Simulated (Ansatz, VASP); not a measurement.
## BaTiO3 in two plane-wave programs

Aim: how closely do two programs agree when they are given the same cell, functional and k mesh? The cell is taken from a series of runs on this material, whose earlier steps may have relaxed, scaled, displaced or heated it; both programs get it as it stands.

Calculated with Ansatz 0.2.0; plane waves, with VASP 6.6.1 beside it; zone-centre phonons at LDA.

## (1) The starting structure

It takes space group P4mm (No. 99, tetragonal). The conventional cell has a = 3.927 Å, b = 3.927 Å, c = 3.975 Å, α = 90.00°, β = 90.00°, γ = 90.00°. Nearest to O lie 2 Ti at 1.86 to 2.12 Å and 4 Ba at 2.78 Å. Nearest to O lie 2 Ti at 1.97 Å and 4 Ba at 2.75 to 2.83 Å. Nearest to Ti lie 6 O at 1.86 to 2.12 Å. Nearest to Ba lie 12 O at 2.75 to 2.83 Å. Farther neighbours and most contacts between anions are not listed.

As a file:

```cif
data_structure
_symmetry_space_group_name_H-M 'P4mm'
_symmetry_Int_Tables_number 99
_cell_length_a 3.9270
_cell_length_b 3.9270
_cell_length_c 3.9746
_cell_angle_alpha 90.000
_cell_angle_beta 90.000
_cell_angle_gamma 90.000
_cell_volume 61.29
loop_
_atom_site_label
_atom_site_type_symbol
_atom_site_symmetry_multiplicity
_atom_site_Wyckoff_symbol
_atom_site_fract_x
_atom_site_fract_y
_atom_site_fract_z
_atom_site_occupancy
O1 O 1 b 0.50000 0.50000 0.02210 1
O2 O 2 c 0.50000 0.00000 0.51546 1
Ti1 Ti 1 b 0.50000 0.50000 0.48890 1
Ba1 Ba 1 a 0.00000 0.00000 0.00109 1
```

## (2) VASP: zone-centre phonons, LDA

Second derivatives magnify differences that forces hide, and they need a tight electronic threshold.

Lines of VASP's logs that name or quote its potential files are left out, and so is its time.

File INCAR:

```
SYSTEM = BaTiO3
PREC = Accurate
ENCUT = 600
EDIFF = 1E-08
NELM = 120
ISMEAR = 0
SIGMA = 0.01
LREAL = .FALSE.
ALGO = Normal
GGA = CA
NBANDS = 26
LASPH = .TRUE.
LORBIT = 11
LWAVE = .FALSE.
LCHARG = .FALSE.
ISIF = 2
IBRION = 8
LEPSILON = .TRUE.
GGA_COMPAT = .FALSE.
EFERMI = MIDGAP
KPAR = 2
```

File POSCAR:

```
BaTiO3
1.0
    3.9269707458      0.0000000000      0.0000000000
    0.0000000000      3.9269707458      0.0000000000
    0.0000000000      0.0000000000      3.9745617784
O Ti Ba
3 1 1
Direct
    0.5000000000      0.5000000000      0.0221038363
    0.5000000000      0.0000000000      0.5154553462
    0.0000000000      0.5000000000      0.5154553462
    0.5000000000      0.5000000000      0.4888978265
    0.0000000000      0.0000000000      0.0010876448
```

File KPOINTS:

```
Automatic mesh
0
Gamma
8 8 8
0 0 0
```

PAW data sets: O, Ti_sv and Ba_sv (LDA family, release 64).

Run with:

```bash
> mpirun -np 2 vasp_std
```

Numbers of over 12 decimals in the logs are rounded to 6 here.

Log:

```text
[banner, memory and clock lines left out]
running    2 mpi-ranks, on    1 nodes
 distrk:  each k-point on    1 cores,    2 groups
 distr:  one band on    1 cores,    1 groups

 POSCAR found type information on POSCAR O TiBa
 POSCAR found :  3 types and       5 ions
 LDA part: xc-table for (Slater(with rela. corr.)+CA(PZ))
 , standard interpolation
 POSCAR, INCAR and KPOINTS ok, starting setup
 FFT: planning ... GRIDC
 FFT: planning ... GRID_SOFT
 FFT: planning ... GRID
 WAVECAR not read
 entering main loop
       N       E                     dE             d eps       ncg     rms          rms(c)
DAV:   1     0.471421105266E+03    0.47142E+03   -0.23145E+04  3900   0.187E+03
DAV:   2    -0.210085239744E+01   -0.47352E+03   -0.45689E+03  4490   0.485E+02
DAV:   3    -0.522082894593E+02   -0.50107E+02   -0.49628E+02  5468   0.150E+02
DAV:   4    -0.544936558883E+02   -0.22854E+01   -0.22824E+01  5828   0.287E+01
DAV:   5    -0.545529659374E+02   -0.59310E-01   -0.59294E-01  5350   0.371E+00    0.239E+01
DAV:   6    -0.444652132709E+02    0.10088E+02   -0.62552E+01  5534   0.736E+01    0.103E+01
DAV:   7    -0.443396280278E+02    0.12559E+00   -0.10376E+01  5208   0.243E+01    0.703E+00
DAV:   8    -0.441672395814E+02    0.17239E+00   -0.11025E+00  5012   0.100E+01    0.254E+00
DAV:   9    -0.441772258336E+02   -0.99863E-02   -0.21161E-01  5028   0.302E+00    0.105E+00
DAV:  10    -0.441660991909E+02    0.11127E-01   -0.10034E-01  5094   0.290E+00    0.435E-01
DAV:  11    -0.441638350556E+02    0.22641E-02   -0.15147E-02  5746   0.871E-01    0.114E-01
DAV:  12    -0.441636551280E+02    0.17993E-03   -0.10096E-03  4498   0.319E-01    0.456E-02
DAV:  13    -0.441636323771E+02    0.22751E-04   -0.40190E-04  5730   0.184E-01    0.397E-02
DAV:  14    -0.441636093119E+02    0.23065E-04   -0.86086E-05  4782   0.635E-02    0.122E-02
DAV:  15    -0.441636077908E+02    0.15211E-05   -0.20266E-05  5270   0.300E-02    0.337E-03
DAV:  16    -0.441636076512E+02    0.13963E-06   -0.14575E-06  4722   0.111E-02    0.346E-03
DAV:  17    -0.441636076483E+02    0.28485E-08   -0.12204E-07  5878   0.256E-03    0.961E-04
DAV:  18    -0.441636076493E+02   -0.97634E-09   -0.12329E-08  2796   0.923E-04
   1 F= -.44163608E+02 E0= -.44163608E+02  d E =0.000000E+00
 Linear response reoptimize wavefunctions to high precision
DAV:   1    -0.441636076491E+02    0.19963E-09   -0.38651E-09  3054   0.547E-04
DAV:   2    -0.441636076491E+02   -0.29559E-10   -0.54317E-10  2384   0.171E-04
 Linear response G [H, r] |phi>, progress :
  Direction:   1
       N       E                     dE             d eps       ncg     rms
RMM:   1    -0.140983109777E+03   -0.14098E+03   -0.15993E+03  5964   0.639E+02
RMM:   2    -0.141726736414E+03   -0.74363E+00   -0.96447E+01  7267   0.554E+01
RMM:   3    -0.145103550994E+03   -0.33768E+01   -0.27110E+01  9171   0.175E+01
RMM:   4    -0.145781596939E+03   -0.67805E+00   -0.69250E+00  9895   0.791E+00
RMM:   5    -0.145990684861E+03   -0.20909E+00   -0.25048E+00 10045   0.421E+00
RMM:   6    -0.146098687208E+03   -0.10800E+00   -0.12213E+00 10029   0.246E+00
RMM:   7    -0.146143570709E+03   -0.44884E-01   -0.56691E-01 10107   0.154E+00
RMM:   8    -0.146160960260E+03   -0.17390E-01    0.52255E-02 10077   0.990E-01
RMM:   9    -0.146175194459E+03   -0.14234E-01   -0.64017E-02 10010   0.671E-01
RMM:  10    -0.146186193294E+03   -0.10999E-01   -0.66189E-02  9838   0.479E-01
RMM:  11    -0.146192099265E+03   -0.59060E-02   -0.81214E-02  9684   0.339E-01
RMM:  12    -0.146194575726E+03   -0.24765E-02   -0.58083E-02  9624   0.248E-01
RMM:  13    -0.146196014072E+03   -0.14383E-02   -0.30186E-02  9597   0.188E-01
RMM:  14    -0.146197376961E+03   -0.13629E-02   -0.28042E-02  9531   0.145E-01
[...]
RMM:  22    -0.146201021870E+03    0.61434E-04   -0.32548E-02  9094   0.377E-02
RMM:  23    -0.146201298918E+03   -0.27705E-03   -0.31283E-02  9038   0.348E-02
RMM:  24    -0.146201196188E+03    0.10273E-03   -0.29053E-02  8975   0.328E-02
RMM:  25    -0.146201438865E+03   -0.24268E-03   -0.26943E-02  8994   0.313E-02
RMM:  26    -0.146201373086E+03    0.65779E-04   -0.25659E-02  8976   0.301E-02
RMM:  27    -0.146201556835E+03   -0.18375E-03   -0.22202E-02  8938   0.292E-02
RMM:  28    -0.146201488969E+03    0.67866E-04   -0.20112E-02  8928   0.284E-02
RMM:  29    -0.146201568279E+03   -0.79310E-04   -0.15111E-02  8909   0.277E-02
 Linear response G [H, r] |phi>, progress :
  Direction:   2
[...]
RMM:  13    -0.751406076604E+00    0.41303E-08   -0.74666E-06 22008   0.311E-03    0.198E-04
RMM:  14    -0.751406311848E+00   -0.23524E-06   -0.61260E-06 20803   0.265E-03    0.156E-04
RMM:  15    -0.751406238961E+00    0.72886E-07   -0.43822E-06 21750   0.230E-03    0.136E-04
RMM:  16    -0.751406206677E+00    0.32284E-07   -0.38986E-06 22465   0.202E-03    0.145E-04
RMM:  17    -0.751406260847E+00   -0.54170E-07   -0.27535E-06 23019   0.182E-03    0.168E-04
RMM:  18    -0.751406446935E+00   -0.18609E-06   -0.24988E-06 20810   0.166E-03    0.165E-04
RMM:  19    -0.751406572300E+00   -0.12537E-06   -0.18060E-06 22038   0.152E-03    0.193E-04
RMM:  20    -0.751406655752E+00   -0.83452E-07   -0.17543E-06 22522   0.141E-03    0.209E-04
RMM:  21    -0.751406694777E+00   -0.39025E-07   -0.12628E-06 20276   0.132E-03    0.202E-04
[...]
RMM:   8    -0.736138667133E+00   -0.95975E-04   -0.33896E-05  9093   0.185E-02    0.149E-03
RMM:   9    -0.736168140353E+00   -0.29473E-04   -0.16674E-05  9388   0.102E-02    0.610E-04
RMM:  10    -0.736176062675E+00   -0.79223E-05   -0.65359E-06  9165   0.625E-03    0.354E-04
RMM:  11    -0.736172927582E+00    0.31351E-05   -0.41437E-06  9293   0.395E-03    0.163E-04
RMM:  12    -0.736175193491E+00   -0.22659E-05   -0.25596E-06  9349   0.272E-03    0.667E-05
RMM:  13    -0.736173853096E+00    0.13404E-05   -0.17193E-06  9622   0.198E-03    0.915E-05
RMM:  14    -0.736174953091E+00   -0.11000E-05   -0.10393E-06  9197   0.158E-03    0.184E-05
RMM:  15    -0.736174929173E+00    0.23918E-07   -0.85348E-07  9790   0.130E-03    0.369E-05
RMM:  16    -0.736175007421E+00   -0.78248E-07   -0.46065E-07  9850   0.112E-03    0.387E-05
RMM:  17    -0.736174985847E+00    0.21574E-07   -0.52143E-07  9700   0.101E-03    0.532E-05
RMM:  18    -0.736175113793E+00   -0.12795E-06   -0.18763E-07  9368   0.927E-04    0.472E-05
RMM:  19    -0.736175063602E+00    0.50191E-07   -0.22446E-07  9580   0.866E-04    0.552E-05
RMM:  20    -0.736175247589E+00   -0.18399E-06   -0.32523E-07  8927   0.831E-04    0.439E-05
RMM:  21    -0.736175367986E+00   -0.12040E-06   -0.19346E-07  9346   0.789E-04    0.438E-05
RMM:  22    -0.736175501945E+00   -0.13396E-06   -0.34070E-07  9174   0.758E-04    0.417E-05
RMM:  23    -0.736175654571E+00   -0.15263E-06   -0.40670E-07  9111   0.738E-04    0.497E-05
 first order change of Fermi-energy  -0.85154E+00
 force on displaced ion       4 direction 3 :   0.000   0.000  -9.100
 Born effective charge ion    4 direction 3 :   0.000   0.000   6.271
 Linear response progress:
  Degree of freedom:   8/  9
       N       E                     dE             d eps       ncg     rms          rms(c)
RMM:   1    -0.191576332812E+00   -0.19158E+00    0.12814E-01 18840   0.187E+00
RMM:   2    -0.195633350840E+00   -0.40570E-02   -0.36891E-02 18703   0.505E-01    0.736E-02
RMM:   3    -0.196124394182E+00   -0.49104E-03   -0.68437E-03 19681   0.214E-01    0.571E-02
RMM:   4    -0.196285677773E+00   -0.16128E-03   -0.10932E-03 19271   0.102E-01    0.195E-02
RMM:   5    -0.196440188107E+00   -0.15451E-03   -0.29119E-04 21234   0.433E-02    0.973E-03
RMM:   6    -0.196489044370E+00   -0.48856E-04   -0.60461E-05 21530   0.212E-02    0.488E-03
RMM:   7    -0.196528348013E+00   -0.39304E-04   -0.28005E-05 20497   0.129E-02    0.111E-03
RMM:   8    -0.196521856999E+00    0.64910E-05   -0.10024E-05 21120   0.772E-03    0.980E-04
RMM:   9    -0.196523012421E+00   -0.11554E-05   -0.95731E-06 21451   0.513E-03    0.666E-04
RMM:  10    -0.196523546120E+00   -0.53370E-06   -0.23074E-06 22297   0.330E-03    0.664E-04
RMM:  11    -0.196524068100E+00   -0.52198E-06   -0.27379E-06 21135   0.244E-03    0.523E-04
RMM:  12    -0.196526492309E+00   -0.24242E-05   -0.27756E-06 19716   0.214E-03    0.380E-04
RMM:  13    -0.196525523838E+00    0.96847E-06   -0.39077E-07 20907   0.158E-03    0.489E-05
RMM:  14    -0.196525746680E+00   -0.22284E-06   -0.17582E-06 21763   0.127E-03    0.217E-05
[...]
RMM:  18    -0.196526154955E+00   -0.59932E-07   -0.57353E-07 21965   0.759E-04    0.552E-06
RMM:  19    -0.196526171440E+00   -0.16485E-07   -0.48225E-07 22031   0.706E-04    0.609E-06
RMM:  20    -0.196526189119E+00   -0.17679E-07   -0.74559E-07 21588   0.668E-04    0.102E-05
RMM:  21    -0.196526144463E+00    0.44656E-07   -0.45851E-07 20378   0.643E-04    0.316E-05
RMM:  22    -0.196526208033E+00   -0.63571E-07   -0.65661E-07 20933   0.620E-04    0.236E-05
RMM:  23    -0.196526220642E+00   -0.12609E-07   -0.44074E-07 21382   0.600E-04    0.235E-05
RMM:  24    -0.196526224991E+00   -0.43491E-08   -0.50024E-07 19499   0.584E-04    0.266E-05
RMM:  25    -0.196526230897E+00   -0.59059E-08   -0.42474E-07 19611   0.573E-04    0.276E-05
 first order change of Fermi-energy  -0.68354E-04
 force on displaced ion       5 direction 1 :  -7.527   0.000  -0.001
 Born effective charge ion    5 direction 1 :   2.753   0.000   0.000
 Linear response progress:
  Degree of freedom:   9/  9
       N       E                     dE             d eps       ncg     rms          rms(c)
RMM:   1    -0.192986959037E+00   -0.19299E+00    0.12888E-01  8227   0.187E+00
RMM:   2    -0.196977300665E+00   -0.39903E-02   -0.38073E-02  7992   0.504E-01    0.769E-02
RMM:   3    -0.197474488574E+00   -0.49719E-03   -0.66999E-03  8333   0.215E-01    0.593E-02
RMM:   4    -0.197599988275E+00   -0.12550E-03   -0.11093E-03  8026   0.104E-01    0.329E-02
RMM:   5    -0.197775456117E+00   -0.17547E-03   -0.28008E-04  8058   0.602E-02    0.115E-02
RMM:   6    -0.197818770074E+00   -0.43314E-04   -0.71272E-05  8440   0.286E-02    0.644E-03
RMM:   7    -0.197858253968E+00   -0.39484E-04   -0.33117E-05  8931   0.157E-02    0.241E-03
RMM:   8    -0.197876085497E+00   -0.17832E-04   -0.10968E-05  9206   0.889E-03    0.780E-04
RMM:   9    -0.197869889458E+00    0.61960E-05   -0.11463E-05  9096   0.582E-03    0.729E-04
RMM:  10    -0.197873943918E+00   -0.40545E-05   -0.54915E-06  9136   0.389E-03    0.170E-04
RMM:  11    -0.197872950546E+00    0.99337E-06   -0.28902E-06  9154   0.274E-03    0.117E-04
RMM:  12    -0.197873073970E+00   -0.12342E-06   -0.10175E-06  9228   0.205E-03    0.213E-04
RMM:  13    -0.197873404384E+00   -0.33041E-06   -0.19404E-06  9548   0.159E-03    0.201E-04
RMM:  14    -0.197873157635E+00    0.24675E-06   -0.23198E-06  9016   0.132E-03    0.310E-04
[...]
RMM:  29    -0.197874974670E+00    0.10604E-08   -0.63163E-07  8659   0.566E-04    0.156E-05
RMM:  30    -0.197874974056E+00    0.61411E-09   -0.52591E-07  9184   0.560E-04    0.165E-05
RMM:  31    -0.197874975755E+00   -0.16992E-08   -0.65111E-07  8374   0.555E-04    0.180E-05
RMM:  32    -0.197874976168E+00   -0.41365E-09   -0.54859E-07  8028   0.550E-04    0.192E-05
RMM:  33    -0.197874974762E+00    0.14064E-08   -0.66271E-07  8440   0.547E-04    0.218E-05
RMM:  34    -0.197874973059E+00    0.17029E-08   -0.55886E-07  8307   0.542E-04    0.235E-05
RMM:  35    -0.197874974083E+00   -0.10238E-08   -0.61332E-07  7825   0.539E-04    0.250E-05
RMM:  36    -0.197874980491E+00   -0.64086E-08   -0.57670E-07  8363   0.536E-04    0.241E-05
 first order change of Fermi-energy   0.14520E+00
 force on displaced ion       5 direction 3 :   0.000   0.000  -7.333
 Born effective charge ion    5 direction 3 :   0.000   0.000   2.808
 Born effective charges drift removed
 Linear response finished
```

(Continued in part 2 of 3.)

[Lines on the potential files, build, host, timing and source positions are cut from VASP's logs without a mark.]

[Logs are printed without paths, hosts, clocks, repeated set-up lines and the standing remarks that a program may print on its own settings, such as how far it seeks lower states.]

[Hosts, paths, dates, database ids (printed as entryN), source tags and the programs' standing remarks are cut or masked in the printed files.]
